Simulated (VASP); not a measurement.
Crystal: NaCu.

```
Na Cu
1.0
     2.94224    0.00000    0.00000
     0.00000    2.94224    0.00000
     0.00000    0.00000    4.04091
Na Cu
1 1
Cartesian
  0.0000 0.0000 0.0000
  1.4711 1.4711 2.0205
```

The cell was built by a generator and needn't be a form met in nature.

Base run:

* Program: VASP 6.6.1
* Functional: RPBE
* Potentials or basis: VASP PAW PBE potentials, release 64 (Na_pv, Cu)
* Cutoff: 520 eV
* k mesh: 9 × 9 × 7
* Occupations: fermi-dirac, width 0.05 eV
* Spin: no spin polarisation

Its results: pressure 5.5 GPa.

After a change of settings the same cell gave: pressure 0.5 GPa. Which change was it?
A. functional from RPBE to TPSS
B. functional from RPBE to AM05
C. functional from RPBE to BLYP
D. functional from RPBE to SCAN

D.

Caveats: the PAW data sets were made with another functional, which shifts forces and pressure a little.

Runs at the PBE level aren't shown here.
